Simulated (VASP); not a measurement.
Calculation: SCAN meta-GGA, VASP's PBE PAW potentials (set 64) (plane waves; VASP 6.6.1).

Input for VASP

**KPOINTS**
```
Automatic mesh
0
Gamma
8 8 8
0 0 0
```

### INCAR
```
SYSTEM = InP
PREC = Accurate
ENCUT = 520
EDIFF = 1E-7
NELM = 100
ALGO = Normal
LREAL = .FALSE.
LASPH = .TRUE.
ISMEAR = 0
SIGMA = 0.05
METAGGA = SCAN
LMIXTAU = .TRUE.
LMAXMIX = 4
LWAVE = .FALSE.
LCHARG = .FALSE.
ISIF = 2
```

POSCAR:
```
InP
1
    0.0000000000     2.9430701683     2.9430701683
    2.9430701683     0.0000000000     2.9430701683
    2.9430701683     2.9430701683     0.0000000000
In P
1 1
Direct
  0.0000000000   0.0000000000   0.0000000000
  0.2500000000   0.2500000000   0.2500000000
```

POTCAR, in this order: In_d P (PBE.64 set). Program: vasp_std.

Output of the run:

### OSZICAR
```
       N       E                     dE             d eps       ncg     rms          rms(c)
DAV:   1     0.779308518184E+02    0.77931E+02   -0.88935E+03   754   0.160E+03
DAV:   2    -0.394796379847E+02   -0.11741E+03   -0.11441E+03   784   0.335E+02
DAV:   3    -0.476245493909E+02   -0.81449E+01   -0.80726E+01   979   0.943E+01
DAV:   4    -0.478468604381E+02   -0.22231E+00   -0.22214E+00   920   0.168E+01
DAV:   5    -0.478588493290E+02   -0.11989E-01   -0.11989E-01  1111   0.345E+00    0.540E+00
DAV:   6    -0.443107421450E+02    0.35481E+01   -0.21827E+00   919   0.392E+01    0.340E+00
DAV:   7    -0.443768699859E+02   -0.66128E-01   -0.62233E-01   779   0.126E+01    0.261E+00
DAV:   8    -0.443276541702E+02    0.49216E-01   -0.26973E-01   764   0.718E+00    0.194E+00
DAV:   9    -0.442712909976E+02    0.56363E-01   -0.19647E-01   759   0.517E+00    0.908E-01
DAV:  10    -0.443586168555E+02   -0.87326E-01   -0.15997E-01   754   0.465E+00    0.713E-01
DAV:  11    -0.443431020907E+02    0.15515E-01   -0.34119E-02   804   0.299E+00    0.553E-01
DAV:  12    -0.443493934871E+02   -0.62914E-02   -0.26051E-02   759   0.256E+00    0.242E-01
DAV:  13    -0.443664378684E+02   -0.17044E-01   -0.15617E-02   754   0.167E+00    0.856E-02
DAV:  14    -0.443672396510E+02   -0.80178E-03   -0.15244E-03   974   0.591E-01    0.106E-01
DAV:  15    -0.443672346075E+02    0.50435E-05   -0.52781E-05  1094   0.556E-02    0.192E-01
DAV:  16    -0.443674356755E+02   -0.20107E-03   -0.90441E-05   784   0.150E-01    0.201E-01
DAV:  17    -0.443676982000E+02   -0.26252E-03   -0.50443E-04   774   0.290E-01    0.153E-01
DAV:  18    -0.443677304153E+02   -0.32215E-04   -0.10997E-04   764   0.169E-01    0.169E-01
DAV:  19    -0.443677590150E+02   -0.28600E-04   -0.69133E-06   944   0.363E-02    0.185E-01
DAV:  20    -0.443677473446E+02    0.11670E-04   -0.20858E-05   769   0.758E-02    0.166E-01
DAV:  21    -0.443676949188E+02    0.52426E-04   -0.10865E-05   764   0.488E-02    0.117E-01
DAV:  22    -0.443676411173E+02    0.53801E-04   -0.10930E-05   754   0.507E-02    0.908E-02
DAV:  23    -0.443676192082E+02    0.21909E-04   -0.15006E-06   774   0.200E-02    0.754E-02
DAV:  24    -0.443675745540E+02    0.44654E-04   -0.42053E-06   879   0.354E-02    0.351E-02
DAV:  25    -0.443675573063E+02    0.17248E-04   -0.20233E-06   764   0.189E-02    0.217E-02
DAV:  26    -0.443675412597E+02    0.16047E-04   -0.99671E-07   759   0.131E-02    0.687E-03
DAV:  27    -0.443675373367E+02    0.39230E-05   -0.49594E-07   764   0.108E-02    0.164E-03
DAV:  28    -0.443675372406E+02    0.96064E-07   -0.20926E-07   732   0.647E-03
   1 F= -.44367537E+02 E0= -.44367537E+02  d E =-.645554E-14
```

### OUTCAR
```
------------------------ aborting loop because EDIFF is reached ----------------------------------------
  FORCE on cell =-STRESS in cart. coord.  units (eV):
  Direction    XX          YY          ZZ          XY          YZ          ZX
  --------------------------------------------------------------------------------------
  Total        0.0009964      0.0009964      0.0009964      0.0000000     -0.0000000     -0.0000000
  in kB        0.0313120      0.0313120      0.0313120      0.0000000     -0.0000000     -0.0000000
  external PRESSURE =       0.0313120 kB  Pullay stress =       0.0000000 kB
  volume of cell :       50.98
      direct lattice vectors                 reciprocal lattice vectors
     0.000000000  2.943070168  2.943070168    -0.169890615  0.169890615  0.169890615
     2.943070168  0.000000000  2.943070168     0.169890615 -0.169890615  0.169890615
     2.943070168  2.943070168  0.000000000     0.169890615  0.169890615 -0.169890615
  FREE ENERGIE OF THE ION-ELECTRON SYSTEM (eV)
  ---------------------------------------------------
  free  energy   TOTEN  =       -44.3675372406 eV

  energy  without entropy=      -44.3675372406  energy(sigma->0) =      -44.36753724
```
(Selected blocks of OUTCAR.)

The compound is InP in the zinc blende structure. It was relaxed first.
